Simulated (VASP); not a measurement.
The system is YSe.

```
Y Se
1.0
     0.00000    2.88477    2.88477
     2.88477    0.00000    2.88477
     2.88477    2.88477    0.00000
Y Se
1 1
Cartesian
  2.8848 2.8848 2.8848
  0.0000 0.0000 0.0000
```

```yaml
Program: VASP 6.6.1
Task: relaxation of cell and atoms
Functional: LDA
Potentials_or_basis: VASP PAW LDA potentials, release 64 (Y_sv, Se)
Cutoff: 600 eV
k_mesh: 12 × 12 × 12
Occupations: gaussian, width 0.1 eV
Spin: no spin polarisation
```

At the start: pressure -5.3 GPa; volume 24.01 Å³/atom.

Question: How do energy, volume and symmetry change on relaxing?

Answer: Over 3 steps the energy falls by 26.7 meV/atom and the volume is 22.49 Å³/atom (-6.3 %); space group Fm-3m (No. 225, to 0.05 Å).

Step by step:
```csv
step,energy change (eV),largest force (eV/Å),pressure (GPa),volume (Å³)
1,0.0000,0.0000,-5.30,48.01
2,-0.0172,0.0000,5.41,42.71
3,-0.0535,0.0000,-0.03,44.98
```

Final structure:
```xyz
2
Lattice="0.0000 2.8227 2.8227 2.8227 0.0000 2.8227 2.8227 2.8227 0.0000" Properties=species:S:1:pos:R:3 pbc="T T T"
Y     2.8227    2.8227    2.8227
Se    0.0000    0.0000    0.0000
```
